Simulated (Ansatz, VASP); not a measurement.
# Cross-check of SiO2 (Cristobalite) between VASP and Ansatz, part 2 of 3

Wanted: the spread between two codes on one cell, functional and k mesh. The cell is taken from a series of runs on this material, whose earlier steps may have relaxed, scaled, displaced or heated it; both programs get it as it stands.

VASP 6.6.1 and Ansatz 0.2.0.

So far: The structure; VASP: zone-centre phonons, LDA.

### Step 2. VASP: zone-centre phonons, LDA (continued)

Level of this step: LDA; plane waves and PAW (O, Si) (VASP).

OUTCAR, selected parts (step 2):

```text
ion  position               nearest neighbor table
   1  0.236  0.120  0.187-  10 1.61   9 1.61
   2  0.380  0.736  0.437-  11 1.61  10 1.61
   3  0.764  0.880  0.687-  12 1.61  11 1.61
   4  0.620  0.264  0.937-   9 1.61  12 1.61
   5  0.736  0.380  0.563-  11 1.61  12 1.61
   6  0.880  0.764  0.313-  10 1.61  11 1.61
   7  0.264  0.620  0.063-   9 1.61  10 1.61
   8  0.120  0.236  0.813-  12 1.61   9 1.61
   9  0.308  0.308  0.000-   4 1.61   7 1.61   1 1.61   8 1.61  10 3.04  12 3.04  10 3.04  12 3.04

  LATTYP: Found a simple tetragonal cell.
 ALAT       =     4.9142039689
 C/A-ratio  =     1.3860457098

 Subroutine GETGRP returns: Found  8 space group operations
 (whereof  2 operations were pure point group operations)

The static configuration has the point symmetry C_2 .
 The point group associated with its full space group is D_4 .

 Found     18 irreducible k-points:

   k-points           NKPTS =     18   k-points in BZ     NKDIM =     18   number of bands    NBANDS=     44

   dimension x,y,z NGX =    40 NGY =   40 NGZ =   54
   dimension x,y,z NGXF=    80 NGYF=   80 NGZF=  108

   ENCUT  =  600.0 eV  44.10 Ry    6.64 a.u.   9.81  9.81 13.60*2*pi/ulx,y,z

   NELECT =      64.0000    total number of electrons

 k-points in reciprocal lattice and weights: Automatic mesh
   0.00000000  0.00000000  0.00000000       0.016
   0.25000000  0.00000000  0.00000000       0.062
   0.50000000  0.00000000  0.00000000       0.031
   0.25000000  0.25000000  0.00000000       0.062
   0.50000000  0.25000000  0.00000000       0.062
   0.50000000  0.50000000  0.00000000       0.016
   0.00000000  0.00000000  0.25000000       0.031
   0.25000000  0.00000000  0.25000000       0.125
   0.50000000  0.00000000  0.25000000       0.062
[...]
0.50000000  0.25000000  0.50000000       0.062
   0.50000000  0.50000000  0.50000000       0.016

 average (electrostatic) potential at core
       1 -74.2931       2 -74.2931       3 -74.2931       4 -74.2931       5 -74.2931
       6 -74.2931       7 -74.2931       8 -74.2931       9 -88.8651      10 -88.8651
      11 -88.8651      12 -88.8651

  Total        0.2782106      0.2782106      0.2015872      0.0000000      0.0000000     -0.0000000
  in kB        2.7098619      2.7098619      1.9635247      0.0000000      0.0000000     -0.0000000
  external PRESSURE =       2.4610829 kB  Pullay stress =       0.0000000 kB

  energy-cutoff  :      600.00
  volume of cell :      164.49
      direct lattice vectors                 reciprocal lattice vectors
     4.914203969  0.000000000  0.000000000     0.203491757  0.000000000  0.000000000
     0.000000000  4.914203969  0.000000000     0.000000000  0.203491757  0.000000000
     0.000000000  0.000000000  6.811311328     0.000000000  0.000000000  0.146814608

 POSITION                                       TOTAL-FORCE (eV/Angst)
 -----------------------------------------------------------------------------------
      1.15909      0.59007      1.27100         0.000618      0.001762     -0.003741
[...]
3.047169  1.298009  6.379488    -0.107038    0.028365    0.092225
      3.616195  1.867035  3.837479     0.079357   -0.334320    0.246791
      4.324137  3.755111  2.134652     0.101823    0.020569   -0.059081
      1.298009  3.047169  0.431824     0.079357   -0.334320   -0.246791
      0.590067  1.159093  5.540307     0.101823    0.020569    0.059081
      1.512567  1.512567  0.000000    -0.037460    0.044639    0.144928
      0.944535  3.969669  1.702828    -0.076600   -0.080355    0.277068
      3.401637  3.401637  3.405656    -0.037460    0.044639   -0.144928
      3.969669  0.944535  5.108483    -0.076600   -0.080355   -0.277068

   2 f  =   35.683310 THz   224.204850 2PiTHz 1190.267105 cm-1   147.574246 meV
             X         Y         Z           dx          dy          dz
      1.159093  0.590067  1.271004    -0.028365   -0.107038    0.092225
      1.867035  3.616195  2.973832    -0.332687    0.076916   -0.236412
      3.755111  4.324137  4.676660    -0.028365   -0.107038   -0.092225
      3.047169  1.298009  6.379488    -0.332687    0.076916    0.236412
      3.616195  1.867035  3.837479    -0.020569    0.101823   -0.059081
      4.324137  3.755111  2.134652     0.334320    0.079357   -0.246791
      1.298009  3.047169  0.431824    -0.020569    0.101823    0.059081
      0.590067  1.159093  5.540307     0.334320    0.079357    0.246791
      1.512567  1.512567  0.000000     0.080355   -0.076600   -0.277068
      0.944535  3.969669  1.702828    -0.044639   -0.037460    0.144928
      3.401637  3.401637  3.405656     0.080355   -0.076600    0.277068
      3.969669  0.944535  5.108483    -0.044639   -0.037460   -0.144928

   3 f  =   33.523244 THz   210.632752 2PiTHz 1118.215044 cm-1   138.640933 meV
             X         Y         Z           dx          dy          dz
      1.159093  0.590067  1.271004    -0.073883   -0.286251    0.193835
      1.867035  3.616195  2.973832    -0.286251    0.073883   -0.193835
      3.755111  4.324137  4.676660     0.073883    0.286251    0.193835
      3.047169  1.298009  6.379488     0.286251   -0.073883   -0.193835
      3.616195  1.867035  3.837479     0.073883   -0.286251    0.193835
      4.324137  3.755111  2.134652     0.286251    0.073883   -0.193835
      1.298009  3.047169  0.431824    -0.073883    0.286251    0.193835
      0.590067  1.159093  5.540307    -0.286251   -0.073883   -0.193835
      1.512567  1.512567  0.000000     0.005430    0.005430   -0.000000
      0.944535  3.969669  1.702828     0.005430   -0.005430   -0.000000
      3.401637  3.401637  3.405656    -0.005430   -0.005430   -0.000000
      3.969669  0.944535  5.108483    -0.005430    0.005430    0.000000

   4 f  =   32.742286 THz   205.725850 2PiTHz 1092.165101 cm-1   135.411153 meV
             X         Y         Z           dx          dy          dz
      1.159093  0.590067  1.271004     0.045037    0.263742   -0.147993
      1.867035  3.616195  2.973832    -0.263742    0.045037   -0.147993
      3.755111  4.324137  4.676660    -0.045037   -0.263742   -0.147993
      3.047169  1.298009  6.379488     0.263742   -0.045037   -0.147993
      3.616195  1.867035  3.837479    -0.045037    0.263742   -0.147993
      4.324137  3.755111  2.134652     0.263742    0.045037   -0.147993
      1.298009  3.047169  0.431824     0.045037   -0.263742   -0.147993
      0.590067  1.159093  5.540307    -0.263742   -0.045037   -0.147993
      1.512567  1.512567  0.000000    -0.080923    0.080923    0.223434
      0.944535  3.969669  1.702828    -0.080923   -0.080923    0.223434
      3.401637  3.401637  3.405656     0.080923   -0.080923    0.223434
      3.969669  0.944535  5.108483     0.080923    0.080923    0.223434

   5 f  =   32.560977 THz   204.586654 2PiTHz 1086.117291 cm-1   134.661321 meV
             X         Y         Z           dx          dy          dz
      1.159093  0.590067  1.271004    -0.061897   -0.240693    0.184659
      1.867035  3.616195  2.973832    -0.240693    0.061897   -0.184659
      3.755111  4.324137  4.676660     0.061897    0.240693    0.184659
      3.047169  1.298009  6.379488     0.240693   -0.061897   -0.184659
      3.616195  1.867035  3.837479    -0.061897    0.240693   -0.184659
      4.324137  3.755111  2.134652    -0.240693   -0.061897    0.184659
      1.298009  3.047169  0.431824     0.061897   -0.240693   -0.184659
      0.590067  1.159093  5.540307     0.240693    0.061897    0.184659
      1.512567  1.512567  0.000000    -0.154566    0.154566   -0.102428
      0.944535  3.969669  1.702828     0.154566    0.154566    0.102428
      3.401637  3.401637  3.405656     0.154566   -0.154566   -0.102428
      3.969669  0.944535  5.108483    -0.154566   -0.154566    0.102428

   6 f  =   32.537438 THz   204.438752 2PiTHz 1085.332106 cm-1   134.563970 meV
             X         Y         Z           dx          dy          dz
      1.159093  0.590067  1.271004     0.074355    0.198766   -0.142844
      1.867035  3.616195  2.973832    -0.274402    0.052380   -0.216869
      3.755111  4.324137  4.676660     0.074355    0.198766    0.142844
      3.047169  1.298009  6.379488    -0.274402    0.052380    0.216869
      3.616195  1.867035  3.837479    -0.031931    0.215392   -0.173825
      4.324137  3.755111  2.134652    -0.261554   -0.085163    0.192928
      1.298009  3.047169  0.431824    -0.031931    0.215392    0.173825
      0.590067  1.159093  5.540307    -0.261554   -0.085163   -0.192928
      1.512567  1.512567  0.000000     0.178604   -0.134051    0.088213
      0.944535  3.969669  1.702828     0.193810   -0.153730    0.011308
      3.401637  3.401637  3.405656     0.178604   -0.134051   -0.088213
      3.969669  0.944535  5.108483     0.193810   -0.153730   -0.011308

   7 f  =   32.537438 THz   204.438752 2PiTHz 1085.332106 cm-1   134.563970 meV
             X         Y         Z           dx          dy          dz
      1.159093  0.590067  1.271004     0.052380    0.274402   -0.216869
      1.867035  3.616195  2.973832     0.198766   -0.074355    0.142844
      3.755111  4.324137  4.676660     0.052380    0.274402    0.216869
      3.047169  1.298009  6.379488     0.198766   -0.074355   -0.142844
      3.616195  1.867035  3.837479    -0.085163    0.261554   -0.192928
      4.324137  3.755111  2.134652     0.215392    0.031931   -0.173825
      1.298009  3.047169  0.431824    -0.085163    0.261554    0.192928
      0.590067  1.159093  5.540307     0.215392    0.031931    0.173825
      1.512567  1.512567  0.000000    -0.153730   -0.193810    0.011308
      0.944535  3.969669  1.702828    -0.134051   -0.178604   -0.088213
      3.401637  3.401637  3.405656    -0.153730   -0.193810   -0.011308
      3.969669  0.944535  5.108483    -0.134051   -0.178604    0.088213

   8 f  =   32.450590 THz   203.893069 2PiTHz 1082.435163 cm-1   134.204796 meV
             X         Y         Z           dx          dy          dz
      1.159093  0.590067  1.271004     0.061112    0.240363   -0.183700
      1.867035  3.616195  2.973832    -0.240363    0.061112   -0.183700
      3.755111  4.324137  4.676660    -0.061112   -0.240363   -0.183700
      3.047169  1.298009  6.379488     0.240363   -0.061112   -0.183700
      3.616195  1.867035  3.837479     0.061112   -0.240363    0.183700
      4.324137  3.755111  2.134652    -0.240363   -0.061112    0.183700
      1.298009  3.047169  0.431824    -0.061112    0.240363    0.183700
      0.590067  1.159093  5.540307     0.240363    0.061112    0.183700
      1.512567  1.512567  0.000000    -0.172468   -0.172468    0.000000
    [... 421 further lines ...]
      3.401637  3.401637  3.405656    -0.129311   -0.316347   -0.000236
      3.969669  0.944535  5.108483    -0.129068   -0.316247    0.000563

 MACROSCOPIC STATIC DIELECTRIC TENSOR IONIC CONTRIBUTION
 ------------------------------------------------------
           1.891743     0.000000     0.000000
          -0.000000     1.891743    -0.000000
           0.000000    -0.000000     1.635273
 ------------------------------------------------------

 ELASTIC MODULI CONTR FROM IONIC RELAXATION (kBar)
 Direction    XX          YY          ZZ          XY          YZ          ZX
 --------------------------------------------------------------------------------
 XX       -3472.0162   -253.5748  -1224.8743     -0.0000      0.0000      0.0000
 YY        -253.5748  -3472.0162  -1224.8743      0.0000     -0.0000      0.0000
 ZZ       -1224.8743  -1224.8743  -2720.8084      0.0000     -0.0000      0.0000
 XY          -0.0000      0.0000      0.0000   -274.1631      0.0000      0.0000
 YZ          -0.0000      0.0000     -0.0000      0.0000   -764.8570     -0.0000
 ZX          -0.0000      0.0000      0.0000     -0.0000     -0.0000   -765.7076
 --------------------------------------------------------------------------------

 PIEZOELECTRIC TENSOR IONIC CONTR  for field in x, y, z        (C/m^2)
          XX          YY          ZZ          XY          YZ          ZX
  --------------------------------------------------------------------------------
  x     0.00000     0.00000     0.00000     0.00000    -0.01346    -0.00000
  y     0.00000    -0.00000     0.00000     0.00000    -0.00000     0.01621
  z     0.00000    -0.00000    -0.00000     0.00023    -0.00000     0.00000
```

[end of part 2 of 3]

[Lines on the potential files, build, host, timing and source positions are cut from VASP's logs without a mark.]

[Logs are printed without paths, hosts, clocks, repeated set-up lines and the standing remarks that a program may print on its own settings, such as how far it seeks lower states.]

[Hosts, paths, dates, database ids (printed as entryN), source tags and the programs' standing remarks are cut or masked in the printed files.]
